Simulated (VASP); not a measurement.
Output of a VASP run:

OUTCAR:
```
 ion  position               nearest neighbor table
   1  0.000  0.000  0.000-   2 3.08   2 3.08   2 3.08   2 3.08   2 3.08   2 3.08
   2  0.500  0.500  0.500-   1 3.08   1 3.08   1 3.08   1 3.08   1 3.08   1 3.08
  LATTYP: Found a face centered cubic cell.
 ALAT       =     6.1654444592
 Subroutine PRICEL returns:
 Original cell was already a primitive cell.
 Subroutine GETGRP returns: Found 48 space group operations
The static configuration has the point symmetry O_h .
The dynamic configuration has the point symmetry O_h .
 Subroutine INISYM returns: Found 48 space group operations
 Subroutine IBZKPT returns following result:
 Found     20 irreducible k-points:

 Following reciprocal coordinates:
            Coordinates               Weight
  0.000000  0.000000  0.000000      1.000000
  0.142857  0.000000  0.000000      8.000000
  0.285714  0.000000  0.000000      8.000000
  0.428571  0.000000  0.000000      8.000000
  0.142857  0.142857  0.000000      6.000000
  0.285714  0.142857  0.000000     24.000000
  0.428571  0.142857  0.000000     24.000000
 -0.428571  0.142857  0.000000     24.000000
 -0.285714  0.142857  0.000000     24.000000
 -0.142857  0.142857  0.000000     12.000000
  0.285714  0.285714  0.000000      6.000000
  0.428571  0.285714  0.000000     24.000000
 -0.428571  0.285714  0.000000     24.000000
 -0.285714  0.285714  0.000000     12.000000
  0.428571  0.428571  0.000000      6.000000
 -0.428571  0.428571  0.000000     12.000000
  0.428571  0.285714  0.142857     24.000000
 -0.428571  0.285714  0.142857     48.000000
 -0.428571  0.428571  0.142857     24.000000
 -0.285714  0.428571  0.142857     24.000000
   k-points           NKPTS =     20   k-points in BZ     NKDIM =     20   number of bands    NBANDS=     12
   number of dos      NEDOS =    301   number of ions     NIONS =      2
   total plane-waves  NPLWV =  32768
   dimension x,y,z NGX =    32 NGY =   32 NGZ =   32
   dimension x,y,z NGXF=    64 NGYF=   64 NGZF=   64
   ions per type =               1   1
   PREC   = accura    normal or accurate (medium, high low for compatibility)
   ISTART =      0    job   : 0-new  1-cont  2-samecut
   ICHARG =      2    charge: 1-file 2-atom 10-const
   ISPIN  =      1    spin polarized calculation?
   LNONCOLLINEAR =      F non collinear calculations
   LSORBIT =      F    spin-orbit coupling
   INIWAV =      1    electr: 0-lowe 1-rand  2-diag
   ENCUT  =  520.0 eV  38.22 Ry    6.18 a.u.   8.11  8.11  8.11*2*pi/ulx,y,z
   NELM   =    100;   NELMIN=  2; NELMDL= -5     # of ELM steps
   EDIFF  = 0.1E-06   stopping-criterion for ELM
   LREAL  =      F    real-space projection
   NLSPLINE    = F    spline interpolate recip. space projectors
   LMAXMIX     =    2 max onsite mixed and CHGCAR
   VOSKOWN=      0    Vosko Wilk Nusair interpolation
   EDIFFG = 0.1E-05   stopping-criterion for IOM
   NSW    =      0    number of steps for IOM
   NBLOCK =      1;   KBLOCK =      1    inner block; outer block
   IBRION =     -1    ionic relax: 0-MD 1-quasi-New 2-CG
   NFREE  =      0    steps in history (QN), initial steepest desc. (CG)
   ISIF   =      2    stress and relaxation
   ISYM   =      2    0-nonsym 1-usesym 2-fastsym
   TEIN   =    0.0    initial temperature
   TEBEG  =    0.0;   TEEND  =   0.0 temperature during run
   SMASS  =  -3.00    Nose mass-parameter (am)
   PSTRESS=    0.0 pullay stress
   NELECT =      16.0000    total number of electrons
   EFERMI =   0.00;   METHOD = LEGACY
   ISMEAR =     0;   SIGMA  =   0.05  broadening in eV -4-tet -1-fermi 0-gaus
   IALGO  =     38    algorithm
   LDIAG  =      T    sub-space diagonalisation (order eigenvalues)
   IMIX   =      4    mixing-type and parameters
     AMIX     =   0.40;   BMIX     =  1.00
     AMIX_MAG =   1.60;   BMIX_MAG =  1.00
     AMIN     =   0.10
   GGA     = CX    functional components
   VOSKOWN =     0    Vosko Wilk Nusair interpolation
   LHFCALC =     F    Hartree Fock is set to
   LHFONE  =     F    Hartree Fock one center treatment
...
```

OSZICAR:
```
       N       E                     dE             d eps       ncg     rms          rms(c)
DAV:   1     0.114093876247E+03    0.11409E+03   -0.73829E+03   480   0.120E+03
DAV:   2     0.348866200050E+01   -0.11061E+03   -0.10283E+03   612   0.282E+02
DAV:   3    -0.291390094983E+01   -0.64026E+01   -0.63641E+01   608   0.646E+01
DAV:   4    -0.316653184895E+01   -0.25263E+00   -0.25238E+00   852   0.113E+01
DAV:   5    -0.316823319075E+01   -0.17013E-02   -0.17013E-02   616   0.927E-01    0.368E+00
DAV:   6    -0.292838812997E+01    0.23985E+00   -0.47370E-01   588   0.404E+00    0.298E+00
DAV:   7    -0.292515910247E+01    0.32290E-02   -0.12735E-01   600   0.231E+00    0.164E+00
DAV:   8    -0.294265047597E+01   -0.17491E-01   -0.25106E-02   644   0.138E+00    0.216E-01
DAV:   9    -0.294357994123E+01   -0.92947E-03   -0.11050E-03   620   0.237E-01    0.123E-01
DAV:  10    -0.294484573716E+01   -0.12658E-02   -0.16619E-03   528   0.313E-01    0.279E-02
DAV:  11    -0.294488422164E+01   -0.38484E-04   -0.68996E-05   628   0.648E-02    0.326E-02
DAV:  12    -0.294488716063E+01   -0.29390E-05   -0.87390E-06   588   0.194E-02    0.262E-03
DAV:  13    -0.294488863256E+01   -0.14719E-05   -0.24937E-06   584   0.117E-02    0.163E-03
DAV:  14    -0.294488880180E+01   -0.16924E-06   -0.28218E-07   604   0.394E-03    0.356E-04
DAV:  15    -0.294488885887E+01   -0.57077E-07   -0.24688E-08   440   0.127E-03
   1 F= -.29448889E+01 E0= -.29448889E+01  d E =-.252564E-12
```

**OUTCAR**
```
------------------------ aborting loop because EDIFF is reached ----------------------------------------
  FORCE on cell =-STRESS in cart. coord.  units (eV):
  Direction    XX          YY          ZZ          XY          YZ          ZX
  --------------------------------------------------------------------------------------
  Total        0.4619724      0.4619724      0.4619724      0.0000000      0.0000000      0.0000000
  in kB       12.6326192     12.6326192     12.6326192      0.0000000      0.0000000      0.0000000
  external PRESSURE =      12.6326192 kB  Pullay stress =       0.0000000 kB
  volume of cell :       58.59
      direct lattice vectors                 reciprocal lattice vectors
     0.000000000  3.082722230  3.082722230    -0.162194308  0.162194308  0.162194308
     3.082722230  0.000000000  3.082722230     0.162194308 -0.162194308  0.162194308
     3.082722230  3.082722230  0.000000000     0.162194308  0.162194308 -0.162194308
  FREE ENERGIE OF THE ION-ELECTRON SYSTEM (eV)
  ---------------------------------------------------
  free  energy   TOTEN  =        -2.9448888589 eV

  energy  without entropy=       -2.9448888589  energy(sigma->0) =       -2.94488886
```
(Selected blocks of OUTCAR.)

File POSCAR:
```
KCl
1
    0.0000000000     3.0827222296     3.0827222296
    3.0827222296     0.0000000000     3.0827222296
    3.0827222296     3.0827222296     0.0000000000
K Cl
1 1
Direct
  0.0000000000   1.0000000000   0.0000000000
  0.5000000000   0.5000000000   0.5000000000
```

Question: Reconstruct the remaining input files.

Answer: This is not unique; one that fits is the input of the run itself, vdW-DF-cx, plane waves, VASP's PBE PAW potentials (set 64).

### INCAR
```
! general
SYSTEM    =  KCl
PREC      =  Accurate
ENCUT     =  520
LREAL     =  F
LASPH     =  T

! electronic loop
EDIFF     =  1E-7
NELM      =  100
ALGO      =  Normal

! smearing
ISMEAR    =  0
SIGMA     =  0.05

! functional
GGA       =  CX
LUSE_VDW  =  T
AGGAC     =  0.0

! ions
ISIF      =  2

! output
LWAVE     =  F
LCHARG    =  F
```

KPOINTS:
```
Automatic mesh
0
Gamma
7 7 7
0 0 0
```

POTCAR, in this order: K_sv Cl (PBE.64 set). Program: vasp_std.

The compound is KCl in the rock salt structure. This cell is one point of a volume scan, at 0.94 of the reference volume.
